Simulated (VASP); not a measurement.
Input:

```xyz
63
Lattice="7.1466 0.0000 0.0000 0.0000 7.1466 0.0000 0.0000 0.0000 7.1466" Properties=species:S:1:pos:R:3 pbc="T T T"
C      3.5733     0.0000     0.0000
C      4.4700     0.8447     0.9353
C      5.4001     1.7399     0.0458
C      6.2169     2.6583     0.9039
C      5.4044     0.0353     1.7368
C      6.2554     0.8985     2.6785
C      0.0000     0.0000     0.0000
C      0.8933     0.8933     0.8933
C      1.7866     1.7866     0.0000
C      2.7116     2.6589     0.9167
C      3.5936     3.5560    -0.0166
C      4.5145     4.4791     0.9384
C      5.3599     5.3599     0.0000
C      6.2532     6.2532     0.8933
C      1.7866     0.0000     1.7866
C      2.6723     0.8896     2.6673
C      3.5698     1.7401     1.7450
C      5.3832     3.5869     1.7394
C      6.2332     4.4386     2.6354
C      3.5756    -0.0084     3.5280
C      4.4739     0.9237     4.4279
C      5.3376     1.8008     3.5725
C      6.2539     2.6761     4.5061
C      5.3599     0.0000     5.3599
C      6.2532     0.8933     6.2532
C      0.0000     3.5733     0.0000
C      0.8933     4.4666     0.8933
C      1.7866     5.3599     0.0000
C      2.6800     6.2532     0.8933
C      0.0000     1.7866     1.7866
C      0.8933     2.6800     2.6800
C      1.8224     3.5922     1.7369
C      2.7200     4.5087     2.6305
C      3.5876     5.3484     1.7962
C      4.4666     6.2532     2.6800
C      0.0000     0.0000     3.5733
C      0.8933     0.8933     4.4666
C      1.7769     1.8252     3.5434
C      2.6718     2.6948     4.4678
C      4.4357     4.4568     4.4953
C      5.3353     5.3208     3.6164
C      6.2532     6.2532     4.4666
C      1.7866     0.0000     5.3599
C      2.6800     0.8933     6.2532
C      3.5240     1.7376     5.3697
C      4.4666     2.6800     6.2532
C      5.3973     3.6146     5.3268
C      6.2532     4.4666     6.2532
C      0.0000     5.3599     1.7866
C      0.8933     6.2532     2.6800
C      0.0000     3.5733     3.5733
C      0.8933     4.4666     4.4666
C      1.7866     5.3599     3.5733
C      2.6800     6.2532     4.4666
C      0.0000     1.7866     5.3599
C      0.8933     2.6800     6.2532
C      1.7866     3.5733     5.3599
C      2.6800     4.4666     6.2532
C      3.5733     5.3599     5.3599
C      4.4666     6.2532     6.2532
C      0.0000     5.3599     5.3599
C      0.8933     6.2532     6.2532
Mg     3.5566     3.6012     3.5368
```
Cell charge -1.

The numbers are results of PBE GGA, VASP's PBE PAW potentials (set 64) (plane waves; VASP 6.6.1), not measurements. Numerical set-up: PREC = Normal, LREAL = Auto, ISYM = 0, NELECT = 251.0, EDIFF = 1E-5, 400 eV cut-off, 1×1×1 Γ-centred mesh, Gaussian smearing of 0.050 eV, potentials C Mg. Starting moments (MAGMOM): 63*0.0159. The cell's moment is fixed (NUPDOWN = 1).

At this cut-off the stress carries a Pulay error, which pulls relaxed volumes low. The cell is charged, with a uniform compensating background. The supercell is sampled at Γ alone, which is coarse: total energies, pressure and levels can be off, energies of defects by several tenths of an eV.

Q: The ions are relaxed. What does this cell relax into?

A: 
```xyz
63
Lattice="7.1466 0.0000 0.0000 0.0000 7.1466 0.0000 0.0000 0.0000 7.1466" Properties=species:S:1:pos:R:3 pbc="T T T"
C      3.5689     7.1424     7.1403
C      4.4377     0.9150     0.9126
C      5.3415     1.8062     0.0157
C      6.2326     2.7101     0.9127
C      5.3414     0.0180     1.8037
C      6.2326     0.9149     2.7075
C      7.1377     0.0098     0.0077
C      0.8740     0.9067     0.9045
C      1.7649     1.7889     7.1394
C      2.6602     2.6766     0.8880
C      3.5705     3.5770     7.1466
C      4.4709     4.4873     0.8880
C      5.3585     5.3826     7.1392
C      6.2408     6.2736     0.9044
C      1.7646     7.1413     1.7868
C      2.6602     0.8898     2.6744
C      3.4658     1.7098     1.7082
C      5.4376     3.6817     1.7080
C      6.2577     4.4875     2.6743
C      3.5705     0.0019     3.5749
C      4.4708     0.8900     4.4851
C      5.4376     1.7095     3.6797
C      6.2573     2.6767     4.4850
C      5.3589     7.1415     5.3805
C      6.2410     0.9067     6.2711
C      0.0051     3.5786     7.1403
C      0.8771     4.4770     0.8804
C      1.7890     5.3587     7.1361
C      2.6707     6.2705     0.8805
C      7.1295     1.8062     1.8038
C      0.8833     2.6887     2.6867
C      1.7717     3.5889     1.7764
C      2.5917     4.5558     2.5814
C      3.5585     5.3757     1.7764
C      4.4588     6.2642     2.6867
C      0.0052     7.1423     3.5766
C      0.8771     0.8825     4.4744
C      1.7716     1.7781     3.5870
C      2.5922     2.5833     4.5530
C      4.5642     4.5557     4.5529
C      5.3695     5.3761     3.5869
C      6.2652     6.2706     4.4745
C      1.7889     7.1382     5.3567
C      2.6708     0.8827     6.2683
C      3.5585     1.7782     5.3737
C      4.4587     2.6888     6.2617
C      5.3689     3.5890     5.3734
C      6.2647     4.4767     6.2681
C      0.0061     5.3830     1.7866
C      0.8780     6.2694     2.6849
C      7.1455     3.5770     3.5747
C      0.9001     4.4592     4.4573
C      1.7970     5.3503     3.5532
C      2.6881     6.2474     4.4573
C      0.0062     1.7888     5.3805
C      0.8782     2.6873     6.2671
C      1.7973     3.5551     5.3483
C      2.6883     4.4594     6.2451
C      3.5924     5.3504     5.3481
C      4.4604     6.2696     6.2671
C      0.0092     5.3586     5.3566
C      0.8919     6.2555     6.2536
Mg     4.0149     3.1329     3.1300
```
Cell charge -1. The cell ends with 1.00 μB, on the first 30 sites 0.01 0.00 0.00 0.00 0.00 0.00 0.00 0.00 0.01 0.00 0.00 0.00 0.01 0.00 0.01 0.00 0.08 0.08 0.00 0.00 0.00 0.07 0.00 0.01 0.00 0.01 0.01 0.00 0.01 0.00 μB.

Q: How much energy does the relaxation gain?

A: The energy (σ→0) changes by -184.9 meV/atom, in 20 ionic steps.

```
step  E(σ→0) (eV)  max force (eV/Å)  pressure (GPa)  volume (Å³)
----  -----------  ----------------  --------------  -----------
1       -530.2715            19.566           17.58       365.00
2       -519.3617            15.227           21.32       365.00
3       -539.4784             4.625           12.03       365.00
4       -539.5869             4.185           12.01       365.00
5       -539.6106             4.625           12.03       365.00
6       -540.6039             2.897           11.89       365.00
7       -540.8211             3.043           11.66       365.00
8       -541.5585             1.343           11.36       365.00
9       -541.5591             1.382           11.36       365.00
10      -541.8045             1.166           11.15       365.00
11      -541.8324             0.625           11.13       365.00
12      -541.8928             0.360           11.09       365.00
13      -541.9005             0.237           11.09       365.00
14      -541.9113             0.170           11.05       365.00
15      -541.9132             0.124           11.06       365.00
16      -541.9165             0.097           11.07       365.00
17      -541.9167             0.071           11.07       365.00
18      -541.9173             0.039           11.07       365.00
19      -541.9174             0.032           11.07       365.00
20      -541.9176             0.015           11.07       365.00
```

The cell is a supercell with a defect, built from C (diamond): Mg_C-vac_C, charge -1.
